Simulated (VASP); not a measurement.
Given:

```
CELL_PARAMETERS angstrom
      3.72212     0.00000     0.00000
     -1.86106     3.22345     0.00000
      0.00000     0.00000     6.87092
ATOMIC_POSITIONS crystal
  Zr 0.00000 0.00000 0.00000
  Zr 0.00000 0.00000 0.50000
  Si 0.33333 0.66667 0.25000
  Si 0.66667 0.33333 0.75000
```

Computed with PBE GGA, VASP's PBE PAW potentials (set 64) (plane waves; VASP 6.6.1). Numerical set-up: 400 eV cut-off, 11×11×5 Γ-centred mesh, tetrahedra with Blöchl corrections, potentials Zr_sv Si.

The cores are frozen, which limits the accuracy of field gradients.

Give the principal components of the electric field gradient (V/Å²) and the asymmetry η at each nucleus.

```tsv
atom	Vxx	Vyy	Vzz	η
Zr1	58.0	58.0	-116.0	0.00
Zr2	58.0	58.0	-116.0	0.00
Si3	8.2	8.2	-16.5	0.00
Si4	8.2	8.2	-16.5	0.00
```

The structure was generated: ZrSi was put into the NiAs type type (P6_3/mmc), which need not be its known phase. It was relaxed first, which changed the volume by -28 %.
